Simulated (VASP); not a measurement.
OSZICAR of a VASP run on LaB (relaxed from the NiAs type structure, space group P6_3/mmc):

File OSZICAR:
```
       N       E                     dE             d eps       ncg     rms          rms(c)
DAV:   1     0.289262709207E+03    0.28926E+03   -0.10043E+04  1520   0.208E+03
DAV:   2     0.282744928037E+02   -0.26099E+03   -0.25702E+03  2600   0.361E+02
DAV:   3    -0.176216624363E+02   -0.45896E+02   -0.45297E+02  2596   0.201E+02
DAV:   4    -0.212107758889E+02   -0.35891E+01   -0.35389E+01  2960   0.488E+01
DAV:   5    -0.214939975734E+02   -0.28322E+00   -0.27847E+00  2700   0.147E+01    0.553E+00
DAV:   6    -0.208361737169E+02    0.65782E+00   -0.34606E+00  2816   0.105E+01    0.285E+00
DAV:   7    -0.208366553474E+02   -0.48163E-03   -0.18626E-01  2966   0.379E+00    0.146E+00
DAV:   8    -0.208473155720E+02   -0.10660E-01   -0.61057E-02  2312   0.261E+00    0.288E-01
DAV:   9    -0.208487414725E+02   -0.14259E-02   -0.10714E-02  2952   0.108E+00    0.171E-01
DAV:  10    -0.208487302537E+02    0.11219E-04   -0.59107E-04  2608   0.258E-01    0.632E-02
DAV:  11    -0.208487793470E+02   -0.49093E-04   -0.18487E-04  2696   0.121E-01    0.107E-02
DAV:  12    -0.208487581060E+02    0.21241E-04   -0.26892E-05  2808   0.311E-02    0.456E-03
DAV:  13    -0.208487574347E+02    0.67124E-06   -0.11755E-06  2312   0.119E-02    0.171E-03
DAV:  14    -0.208487565413E+02    0.89340E-06   -0.82880E-08  1040   0.478E-03    0.370E-04
DAV:  15    -0.208487562212E+02    0.32019E-06   -0.43317E-08  1008   0.558E-03    0.145E-04
DAV:  16    -0.208487562068E+02    0.14335E-07   -0.31502E-08  1008   0.330E-03
   1 F= -.20848756E+02 E0= -.20848756E+02  d E =0.000000E+00
```

Which electronic solver shows in the log?

It is blocked Davidson (ALGO = Normal, or the opening steps of other solvers). The INCAR had ALGO = Normal.

Can the final energy be trusted as converged?

Self-consistency was reached. It stopped with EDIFF = 1E-7, NELM = 100 (PBE GGA, plane waves, VASP's PBE PAW potentials (set 64)).

The structure was generated: LaB was put into the NiAs type type (P6_3/mmc), which need not be its known phase. It was relaxed first, which changed the volume by -26 %.
